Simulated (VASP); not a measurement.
Write the native input for VASP 6.6.1 that does the following.

```yaml
Task: relaxation of cell and atoms
Functional: PBE
Potentials_or_basis: VASP PAW PBE potentials, release 64 (Zn, Te, O)
Cutoff: 520 eV
k_mesh: 6 × 6 × 6
Occupations: gaussian, width 0.15 eV
Spin: no spin polarisation
Further_INCAR_settings: PREC = Normal; LREAL = Auto; ALGO = Fast; EDIFF = 1e-05; ISYM = 0; IBRION = 2; EDIFFG = -0.03; NSW = 110; ISIF = 3
```

The structure of Zn4Te3O lies in POSCAR:

```
Zn4Te3O
1.0
   -2.9166720500      2.9988121800      5.5402145400
    2.9652727300     -2.9968152400      5.5642242400
    2.8396233200      2.9197665100     -5.5391857400
Zn Te O
4 3 1
Direct
    0.6562408700      0.7078497700      0.5783039300
    0.0945715900      0.1228957000      0.4053535200
    0.3049811000      0.9001766300      0.0194201300
    0.9082671900      0.2900494400      0.9988938900
    0.4851457600      0.5083312400      0.0047679700
    0.2500934200      0.7735776200      0.5057868800
    0.7538698500      0.2551498200      0.5307433400
    0.0033091200      0.0088912300      0.0110196400
```

The cell was built by a generator and needn't be a form met in nature.

These files were run (other wordings do the same):

INCAR

```
ALGO     = Fast           # electronic algorithm
EDIFF    = 1E-5           # SCF threshold, eV
EDIFFG   = -0.03          # ionic threshold
ENCUT    = 520            # plane-wave cutoff, eV
GGA      = PE             # functional
IBRION   = 2              # ionic algorithm
ISIF     = 3              # what is computed and relaxed
ISMEAR   = 0              # smearing method
ISYM     = 0            
KPAR     = 8            
LASPH    = True           # aspherical terms in the spheres
LCHARG   = False          # write CHGCAR
LREAL    = Auto         
LWAVE    = False          # write WAVECAR
NELM     = 80             # most SCF steps
NSW      = 110            # ionic steps
PREC     = Normal         # precision mode
SIGMA    = 0.15           # smearing width, eV
```

KPOINTS

```
k-points
0
Gamma
  6 6 6
```

Potentials or basis: VASP PAW PBE potentials, release 64 (Zn, Te, O).

Run with:

```console
$ cat potpaw_PBE.64/Zn/POTCAR potpaw_PBE.64/Te/POTCAR potpaw_PBE.64/O/POTCAR > POTCAR
$ mpirun -np 8 vasp_std > vasp.out
```

Results of the run:

The relaxed volume is 24.04 Å³/atom, the relaxed cell is a = 7.004 Å, b = 7.006 Å, c = 7.002 Å, α = 130.84°, β = 130.86°, γ = 72.02° and the space group after relaxing (to 0.05 Å) is I-42m (No. 121). The energy gained by relaxing is 71.5 meV/atom, the ionic steps are 20 and the pressure after relaxing is 0.0 GPa. The largest force after relaxing is 0.018 eV/Å. The band gap on the k mesh is 0.31 eV, direct.

Caveat: spin-orbit coupling is left out, which moves the levels of the heavy elements.

Wall time 21 min on 8 MPI ranks on Intel(R) Xeon(R) Platinum 8488C (Sapphire Rapids) (shared host), peak memory 0.69 GiB a rank.
